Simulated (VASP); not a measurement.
Given:

```yaml
crystal:
  lattice:
    - [1.56420, -2.70927, 0.00000]
    - [1.56420, 2.70927, 0.00000]
    - [0.00000, 0.00000, 12.17821]
  atoms:
    - { symbol: W, position: [0.33333, 0.66667, 0.25000] }
    - { symbol: W, position: [0.66667, 0.33333, 0.75000] }
    - { symbol: S, position: [0.33333, 0.66667, 0.87841] }
    - { symbol: S, position: [0.66667, 0.33333, 0.37841] }
    - { symbol: S, position: [0.66667, 0.33333, 0.12159] }
    - { symbol: S, position: [0.33333, 0.66667, 0.62159] }
```

Calculation: LDA (Ceperley-Alder, Perdew-Zunger), VASP's LDA PAW potentials (set 64) (plane waves; VASP). Settings: 400 eV cut-off, 9×9×2 Γ-centred mesh, tetrahedra with Blöchl corrections, potentials W_sv S.

The cores are frozen, which limits the accuracy of field gradients.

Give the principal components of the electric field gradient (V/Å²) and the asymmetry η at each nucleus.

| atom | Vxx | Vyy | Vzz | η |
|---|---|---|---|---|
| W1 | 80.9 | 80.9 | -161.8 | 0.00 |
| W2 | 80.9 | 80.9 | -161.8 | 0.00 |
| S3 | 22.7 | 22.7 | -45.4 | 0.00 |
| S4 | 22.7 | 22.7 | -45.4 | 0.00 |
| S5 | 22.7 | 22.7 | -45.4 | 0.00 |
| S6 | 22.7 | 22.7 | -45.4 | 0.00 |

The compound is WS2 in the 2H layered structure. It was relaxed first.
